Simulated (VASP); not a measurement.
Level of theory: vdW-DF-cx, VASP's PBE PAW potentials (set 64) (plane waves; VASP 6.6.1).

A VASP calculation is set up with these files.

INCAR:
```
SYSTEM = CdSe
PREC = Accurate
ENCUT = 520
EDIFF = 1E-7
NELM = 100
ALGO = Normal
LREAL = .FALSE.
LASPH = .TRUE.
ISMEAR = -5
GGA = CX
LUSE_VDW = .TRUE.
AGGAC = 0.0
LMAXMIX = 4
LWAVE = .FALSE.
LCHARG = .TRUE.
LORBIT = 11
NEDOS = 601
ISIF = 2
LEFG = .TRUE.
```

**KPOINTS**
```
kpoints
0
G
7 7 4
```

**POSCAR**
```
CdSe
1
    2.1668750300    -3.7531374037     0.0000000000
    2.1668750300     3.7531374037    -0.0000000000
    0.0000000000     0.0000000000     7.0654035892
Cd Se
2 2
Direct
  0.6666670000   0.3333330000   0.5000211227
  0.3333330000   0.6666670000   0.0000211227
  0.6666670000   0.3333330000   0.8759788773
  0.3333330000   0.6666670000   0.3759788773
```

POTCAR, in this order: Cd Se (PBE.64 set). Program: vasp_std.

### Question
What will the output report for the number of irreducible k-points (NKPTS), largest plane-wave count, number of space-group operations, FFT grid (NGX, NGY, NGZ)?

### Answer

- number of irreducible k-points (NKPTS) = 24
- largest plane-wave count = 3108
- number of space-group operations = 12
- FFT grid (NGX, NGY, NGZ) = 32 × 32 × 54

The compound is CdSe in the wurtzite structure. It was relaxed first.
